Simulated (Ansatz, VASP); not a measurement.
# Si2Mo: VASP beside Ansatz

One calculation is typed for both programs; each brings its own data sets. How far apart do they land? The cell is taken from a series of runs on this material, whose earlier steps may have relaxed, scaled, displaced or heated it; both programs get it as it stands.

Program: Ansatz 0.2.0. Level of theory: plane waves, with VASP 6.6.1 beside it; zone-centre phonons at LDA. Results are calculated unless marked as measured.

## (1) The starting structure

The structure is tetragonal, space group I4/mmm (No. 139). The conventional cell has a = 3.197 Å, b = 3.197 Å, c = 7.822 Å, α = 90.00°, β = 90.00°, γ = 90.00°. Nearest to Si lie 5 Si at 2.57 to 2.63 Å and 5 Mo at 2.60 to 2.62 Å. Mo has 10 Si at 2.60 to 2.62 Å nearest. Farther neighbours are not listed.

As a file:

```xyz
3
Lattice="-1.5984 1.5984 3.9111 1.5984 -1.5984 3.9111 1.5984 1.5984 -3.9111" Properties=species:S:1:pos:R:3 pbc="T T T"
Si    0.0000    0.0000    2.6249
Si    0.0000    0.0000    5.1973
Mo    0.0000    0.0000    0.0000
```

## (2) VASP: zone-centre phonons, LDA

Second derivatives magnify differences that forces hide, and they need a tight electronic threshold.

Lines of VASP's logs that name or quote its potential files are left out, and so is its time.

File INCAR:

```
SYSTEM = Si2Mo
PREC = Accurate
ENCUT = 500
EDIFF = 1E-08
NELM = 120
ISMEAR = 1
SIGMA = 0.2
LREAL = .FALSE.
ALGO = Normal
GGA = PW92
NBANDS = 17
LASPH = .TRUE.
LORBIT = 11
LWAVE = .FALSE.
LCHARG = .FALSE.
ISIF = 2
IBRION = 8
GGA_COMPAT = .FALSE.
KPAR = 2
```

File POSCAR:

```
Si2Mo
1.0
   -1.5984214020      1.5984214020      3.9111066927
    1.5984214020     -1.5984214020      3.9111066927
    1.5984214020      1.5984214020     -3.9111066927
Si Mo
2 1
Direct
    0.3355721069      0.3355721069      0.0000000000
    0.6644278931      0.6644278931      0.0000000000
    0.0000000000      0.0000000000      0.0000000000
```

File KPOINTS:

```
Automatic mesh
0
Gamma
20 20 20
0 0 0
```

Potentials, in the order of the species: Si and Mo_sv (LDA family, release 64).

Launch:

```console
mpirun -np 2 vasp_std
```

Numbers of over 12 decimals in the logs are rounded to 6 here.

What it wrote:

```text
[banner, memory and clock lines left out]
running    2 mpi-ranks, on    1 nodes
 distrk:  each k-point on    1 cores,    2 groups
 distr:  one band on    1 cores,    1 groups

 POSCAR found type information on POSCAR SiMo
 POSCAR found :  2 types and       3 ions
|                                                                             |
|               ----> ADVICE to this user running VASP <----                  |
|                                                                             |
|     You enforced a specific xc type in the INCAR file but a different       |
|     [... a line on the potential file left out ...]
|     I HOPE YOU KNOW WHAT YOU ARE DOING!                                     |
|                                                                             |

 LDA part: xc-table for (Slater(with rela. corr.)+PW92), standard interpolation
 POSCAR, INCAR and KPOINTS ok, starting setup
 FFT: planning ... GRIDC
 FFT: planning ... GRID_SOFT
 FFT: planning ... GRID
 WAVECAR not read
 entering main loop
       N       E                     dE             d eps       ncg     rms          rms(c)
DAV:   1     0.122359223074E+03    0.12236E+03   -0.11002E+04 21834   0.120E+03
DAV:   2    -0.234501425745E+02   -0.14581E+03   -0.14331E+03 25422   0.314E+02
DAV:   3    -0.266972450372E+02   -0.32471E+01   -0.32094E+01 27665   0.424E+01
DAV:   4    -0.267169246047E+02   -0.19680E-01   -0.19665E-01 26088   0.355E+00
DAV:   5    -0.267170640141E+02   -0.13941E-03   -0.13939E-03 27861   0.315E-01    0.224E+01
DAV:   6    -0.259661757496E+02    0.75089E+00   -0.58680E+00 24711   0.171E+01    0.459E+00
DAV:   7    -0.258390787532E+02    0.12710E+00   -0.85738E-01 24292   0.631E+00    0.465E+00
DAV:   8    -0.258000286027E+02    0.39050E-01   -0.10767E-01 24306   0.255E+00    0.358E-01
DAV:   9    -0.257992475159E+02    0.78109E-03   -0.18485E-03 26603   0.376E-01    0.203E-01
DAV:  10    -0.257991265780E+02    0.12094E-03   -0.44318E-04 25286   0.183E-01    0.569E-02
DAV:  11    -0.257991190661E+02    0.75119E-05   -0.81810E-05 25050   0.690E-02    0.185E-02
DAV:  12    -0.257991179647E+02    0.11014E-05   -0.79259E-06 25098   0.183E-02    0.553E-03
DAV:  13    -0.257991178642E+02    0.10058E-06   -0.50040E-07 24116   0.646E-03    0.129E-03
DAV:  14    -0.257991178611E+02    0.31187E-08   -0.19872E-08 20017   0.118E-03
   1 F= -.25799118E+02 E0= -.25799352E+02  d E =0.702327E-03
 Linear response reoptimize wavefunctions to high precision
DAV:   1    -0.257991178612E+02   -0.10050E-09   -0.13351E-09 13979   0.369E-04
DAV:   2    -0.257991178612E+02   -0.16826E-10   -0.18663E-10 11836   0.127E-04
 Linear response DOF=           4
 Linear response progress:
  Degree of freedom:   1/  4
       N       E                     dE             d eps       ncg     rms          rms(c)
RMM:   1    -0.214693179993E-01   -0.21469E-01   -0.16963E-02176561   0.929E-01
RMM:   2    -0.167924205703E-01    0.46769E-02   -0.14694E-03113240   0.247E-01    0.915E-02
RMM:   3    -0.168746569692E-01   -0.82236E-04   -0.17692E-04114274   0.675E-02    0.480E-02
RMM:   4    -0.170348707796E-01   -0.16021E-03   -0.10686E-04118207   0.490E-02    0.101E-02
RMM:   5    -0.170235292211E-01    0.11342E-04   -0.30845E-07120779   0.128E-02    0.174E-03
RMM:   6    -0.170255959612E-01   -0.20667E-05   -0.13724E-07126990   0.250E-03    0.630E-04
RMM:   7    -0.170245787998E-01    0.10172E-05   -0.67192E-08122845   0.698E-04    0.114E-04
RMM:   8    -0.170250138058E-01   -0.43501E-06    0.44357E-09133522   0.185E-04    0.523E-05
RMM:   9    -0.170250987040E-01   -0.84898E-07    0.45194E-09126489   0.532E-05    0.184E-05
RMM:  10    -0.170251196852E-01   -0.20981E-07    0.30642E-09127042   0.315E-05    0.478E-06
RMM:  11    -0.170251274838E-01   -0.77986E-08   -0.20744E-09134670   0.253E-05    0.142E-06
 first order change of Fermi-energy   0.20041E-04
 force on displaced ion       1 direction 1 :  -7.682   0.000   0.000
 Linear response progress:
  Degree of freedom:   2/  4
       N       E                     dE             d eps       ncg     rms          rms(c)
RMM:   1    -0.305715367065E-01   -0.30572E-01   -0.97481E-03 53445   0.116E+00
RMM:   2    -0.228677948614E-01    0.77037E-02   -0.25642E-03 35992   0.312E-01    0.147E-01
RMM:   3    -0.228651288788E-01    0.26660E-05   -0.59084E-04 33694   0.122E-01    0.107E-01
RMM:   4    -0.229229666800E-01   -0.57838E-04   -0.96645E-05 34617   0.633E-02    0.378E-02
RMM:   5    -0.229749883455E-01   -0.52022E-04   -0.16638E-05 36701   0.234E-02    0.152E-02
RMM:   6    -0.229786519825E-01   -0.36636E-05   -0.27854E-06 37088   0.869E-03    0.251E-03
RMM:   7    -0.229783033510E-01    0.34863E-06    0.16383E-07 37545   0.221E-03    0.585E-04
RMM:   8    -0.229775206182E-01    0.78273E-06   -0.87889E-08 36595   0.758E-04    0.307E-04
RMM:   9    -0.229779695694E-01   -0.44895E-06    0.98199E-09 37488   0.304E-04    0.516E-05
RMM:  10    -0.229780605078E-01   -0.90938E-07    0.78739E-09 40555   0.111E-04    0.217E-05
RMM:  11    -0.229780984092E-01   -0.37901E-07    0.87953E-10 38511   0.422E-05    0.300E-06
RMM:  12    -0.229780938981E-01    0.45111E-08   -0.86023E-09 40972   0.246E-05    0.172E-06
 first order change of Fermi-energy  -0.14726E+00
 force on displaced ion       1 direction 3 :  -0.000  -0.000 -12.618
 Linear response progress:
  Degree of freedom:   3/  4
       N       E                     dE             d eps       ncg     rms          rms(c)
RMM:   1    -0.862857013028E+00   -0.86286E+00    0.35689E-01 43098   0.285E+01
RMM:   2    -0.687536705206E+00    0.17532E+00   -0.26478E-01 58063   0.375E+00    0.165E-01
RMM:   3    -0.692707006190E+00   -0.51703E-02   -0.19327E-02 73588   0.836E-01    0.909E-02
RMM:   4    -0.692142292975E+00    0.56471E-03   -0.36569E-04 82637   0.148E-01    0.334E-02
RMM:   5    -0.691996700929E+00    0.14559E-03   -0.36744E-05 85568   0.370E-02    0.835E-03
RMM:   6    -0.692013460147E+00   -0.16759E-04   -0.50524E-06 81497   0.127E-02    0.102E-03
RMM:   7    -0.692018251381E+00   -0.47912E-05   -0.80506E-07 89778   0.412E-03    0.579E-04
RMM:   8    -0.692026081743E+00   -0.78304E-05   -0.19926E-07 80711   0.147E-03    0.188E-04
RMM:   9    -0.692028893661E+00   -0.28119E-05   -0.59995E-08 85567   0.673E-04    0.528E-05
RMM:  10    -0.692027792606E+00    0.11011E-05   -0.50286E-08 84669   0.341E-04    0.209E-05
RMM:  11    -0.692027987067E+00   -0.19446E-06   -0.46198E-08 86319   0.195E-04    0.954E-06
RMM:  12    -0.692028235927E+00   -0.24886E-06   -0.37705E-08 82127   0.148E-04    0.512E-06
RMM:  13    -0.692028142742E+00    0.93184E-07   -0.32889E-08 82834   0.110E-04    0.170E-06
RMM:  14    -0.692028178181E+00   -0.35439E-07   -0.31071E-08 84193   0.962E-05    0.446E-07
RMM:  15    -0.692028176737E+00    0.14436E-08   -0.33506E-08 79808   0.887E-05    0.213E-07
 first order change of Fermi-energy  -0.10231E-02
 force on displaced ion       3 direction 1 :  -9.495  -0.000  -0.000
 Linear response progress:
  Degree of freedom:   4/  4
       N       E                     dE             d eps       ncg     rms          rms(c)
RMM:   1    -0.905663339914E+00   -0.90566E+00    0.77881E-01 23440   0.291E+01
RMM:   2    -0.732125357083E+00    0.17354E+00   -0.27498E-01 32135   0.379E+00    0.182E-01
RMM:   3    -0.736660655620E+00   -0.45353E-02   -0.19813E-02 39645   0.858E-01    0.904E-02
RMM:   4    -0.735797477183E+00    0.86318E-03   -0.55060E-04 42677   0.175E-01    0.319E-02
RMM:   5    -0.735559406394E+00    0.23807E-03   -0.52570E-05 46220   0.434E-02    0.130E-02
RMM:   6    -0.735500390208E+00    0.59016E-04   -0.59222E-06 48332   0.134E-02    0.372E-03
RMM:   7    -0.735519041480E+00   -0.18651E-04   -0.94700E-07 44423   0.537E-03    0.609E-04
RMM:   8    -0.735522926992E+00   -0.38855E-05   -0.10270E-07 49472   0.179E-03    0.337E-04
RMM:   9    -0.735525432426E+00   -0.25054E-05    0.40000E-08 47379   0.666E-04    0.165E-04
RMM:  10    -0.735526256080E+00   -0.82365E-06    0.96901E-09 45624   0.388E-04    0.228E-05
RMM:  11    -0.735526223200E+00    0.32880E-07    0.18245E-08 49112   0.210E-04    0.128E-05
RMM:  12    -0.735526173834E+00    0.49366E-07   -0.15636E-08 50849   0.140E-04    0.265E-06
RMM:  13    -0.735526183813E+00   -0.99787E-08   -0.20069E-08 49674   0.109E-04    0.155E-06
 first order change of Fermi-energy   0.52486E-03
 force on displaced ion       3 direction 3 :  -0.000  -0.000 -12.467
 Linear response finished
```

Parts of OUTCAR (step 2):

```text
ion  position               nearest neighbor table
   1  0.336  0.336  0.000-   2 2.57   3 2.60   3 2.60   3 2.60   3 2.60   3 2.62   2 2.63   2 2.63
                             2 2.63   2 2.63
   2  0.664  0.664  0.000-   1 2.57   3 2.60   3 2.60   3 2.60   3 2.60   3 2.62   1 2.63   1 2.63
                             1 2.63   1 2.63
   3  0.000  0.000  0.000-   2 2.60   2 2.60   2 2.60   1 2.60   2 2.60   1 2.60   1 2.60   1 2.60
                             1 2.62   2 2.62

  LATTYP: Found a body centered tetragonal cell.
 ALAT       =     3.1968428040
 C/A-ratio  =     2.4468558090

 Subroutine GETGRP returns: Found 16 space group operations
 (whereof 16 operations were pure point group operations)

The static configuration has the point symmetry D_4h.

 Found    641 irreducible k-points:

   k-points           NKPTS =    641   k-points in BZ     NKDIM =    641   number of bands    NBANDS=     17

   dimension x,y,z NGX =    36 NGY =   36 NGZ =   36
   dimension x,y,z NGXF=    72 NGYF=   72 NGZF=   72

   ENCUT  =  500.0 eV  36.75 Ry    6.06 a.u.   8.24  8.24  8.24*2*pi/ulx,y,z

   NELECT =      22.0000    total number of electrons

 k-points in reciprocal lattice and weights: Automatic mesh
   0.00000000  0.00000000  0.00000000       0.000
   0.05000000  0.00000000 -0.00000000       0.001
   0.10000000  0.00000000 -0.00000000       0.001
   0.15000000 -0.00000000  0.00000000       0.001
   0.20000000  0.00000000 -0.00000000       0.001
   0.25000000 -0.00000000  0.00000000       0.001
   0.30000000 -0.00000000  0.00000000       0.001
   0.35000000  0.00000000  0.00000000       0.001
   0.40000000  0.00000000 -0.00000000       0.001
[...]
-0.45000000 -0.45000000  0.45000000       0.000
   0.50000000  0.50000000  0.50000000       0.000

 average (electrostatic) potential at core
       1 -78.9447       2 -78.9447       3 -69.0920

  Total       -0.9686854     -0.9686854     -0.9647346      0.0000000      0.0000000      0.0000000
  in kB      -38.8285463    -38.8285463    -38.6701805      0.0000000      0.0000000      0.0000000
  external PRESSURE =     -38.7757577 kB  Pullay stress =       0.0000000 kB

  energy-cutoff  :      500.00
  volume of cell :       39.97
      direct lattice vectors                 reciprocal lattice vectors
    -1.598421402  1.598421402  3.911106693     0.000000000  0.312808624  0.127841054
     1.598421402 -1.598421402  3.911106693     0.312808624  0.000000000  0.127841054
     1.598421402  1.598421402 -3.911106693     0.312808624  0.312808624  0.000000000

 POSITION                                       TOTAL-FORCE (eV/Angst)
 -----------------------------------------------------------------------------------
      0.00000      0.00000      2.62492        -0.000000     -0.000000     -0.007450
      0.00000      0.00000      5.19730        -0.000000     -0.000000      0.007450
      0.00000      0.00000      0.00000         0.000000      0.000000     -0.000000
 -----------------------------------------------------------------------------------
    total drift:                               -0.000000      0.000000      0.000000

 Eigenvectors and eigenvalues of the dynamical matrix
 ----------------------------------------------------

   1 f  =   12.858149 THz    80.790135 2PiTHz  428.901693 cm-1    53.177009 meV
             X         Y         Z           dx          dy          dz
      0.000000  0.000000  2.624917     0.000000    0.000000   -0.707107
      0.000000  0.000000  5.197297    -0.000000    0.000000    0.707107
      0.000000  0.000000  0.000000     0.000000   -0.000000   -0.000000

   2 f  =    9.612288 THz    60.395789 2PiTHz  320.631425 cm-1    39.753212 meV
             X         Y         Z           dx          dy          dz
      0.000000  0.000000  2.624917     0.707107    0.000000    0.000000
      0.000000  0.000000  5.197297    -0.707107   -0.000000   -0.000000
      0.000000  0.000000  0.000000    -0.000000    0.000000    0.000000

   3 f  =    9.612288 THz    60.395789 2PiTHz  320.631425 cm-1    39.753212 meV
             X         Y         Z           dx          dy          dz
      0.000000  0.000000  2.624917    -0.000000    0.707107    0.000000
      0.000000  0.000000  5.197297     0.000000   -0.707107   -0.000000
      0.000000  0.000000  0.000000     0.000000   -0.000000    0.000000

   4 f  =    9.275625 THz    58.280469 2PiTHz  309.401539 cm-1    38.360885 meV
             X         Y         Z           dx          dy          dz
      0.000000  0.000000  2.624917    -0.000000   -0.000000   -0.561640
      0.000000  0.000000  5.197297    -0.000000   -0.000000   -0.561640
      0.000000  0.000000  0.000000    -0.000000    0.000000    0.607553

   5 f  =    8.093059 THz    50.850188 2PiTHz  269.955380 cm-1    33.470186 meV
             X         Y         Z           dx          dy          dz
      0.000000  0.000000  2.624917    -0.558204    0.061328    0.000000
      0.000000  0.000000  5.197297    -0.558204    0.061328   -0.000000
      0.000000  0.000000  0.000000     0.604062   -0.066367    0.000000

   6 f  =    8.093059 THz    50.850188 2PiTHz  269.955380 cm-1    33.470186 meV
             X         Y         Z           dx          dy          dz
      0.000000  0.000000  2.624917    -0.061328   -0.558204   -0.000000
      0.000000  0.000000  5.197297    -0.061328   -0.558204    0.000000
      0.000000  0.000000  0.000000     0.066367    0.604062   -0.000000

   7 f/i=    0.000192 THz     0.001204 2PiTHz    0.006389 cm-1     0.000792 meV
             X         Y         Z           dx          dy          dz
      0.000000  0.000000  2.624917     0.428939    0.025664   -0.000000
      0.000000  0.000000  5.197297     0.428939    0.025664   -0.000000
      0.000000  0.000000  0.000000     0.792752    0.047432   -0.000000

   8 f/i=    0.000192 THz     0.001204 2PiTHz    0.006389 cm-1     0.000792 meV
             X         Y         Z           dx          dy          dz
      0.000000  0.000000  2.624917    -0.025664    0.428939   -0.000000
      0.000000  0.000000  5.197297    -0.025664    0.428939   -0.000000
      0.000000  0.000000  0.000000    -0.047432    0.792752   -0.000000

   9 f/i=    0.001457 THz     0.009156 2PiTHz    0.048607 cm-1     0.006027 meV
             X         Y         Z           dx          dy          dz
      0.000000  0.000000  2.624917    -0.000000    0.000000    0.429605
      0.000000  0.000000  5.197297    -0.000000    0.000000    0.429605
      0.000000  0.000000  0.000000    -0.000000    0.000000    0.794279

 ELASTIC MODULI CONTR FROM IONIC RELAXATION (kBar)
 Direction    XX          YY          ZZ          XY          YZ          ZX
 --------------------------------------------------------------------------------
 XX         -13.6701    -13.6701    -31.3985      0.0000     -0.0000      0.0000
 YY         -13.6701    -13.6701    -31.3985      0.0000     -0.0000      0.0000
 ZZ         -31.3985    -31.3985    -72.1186      0.0000     -0.0000      0.0000
 XY           0.0000      0.0000      0.0000      0.0000      0.0000      0.0000
 YZ          -0.0000     -0.0000     -0.0000      0.0000    -31.8947     -0.0000
 ZX           0.0000      0.0000      0.0000      0.0000     -0.0000    -10.8617
 --------------------------------------------------------------------------------
```

(Part 1 of 2 ends here.)

[Lines on the potential files, build, host, timing and source positions are cut from VASP's logs without a mark.]

[Logs are printed without paths, hosts, clocks, repeated set-up lines and the standing remarks that a program may print on its own settings, such as how far it seeks lower states.]

[Hosts, paths, dates, database ids (printed as entryN), source tags and the programs' standing remarks are cut or masked in the printed files.]
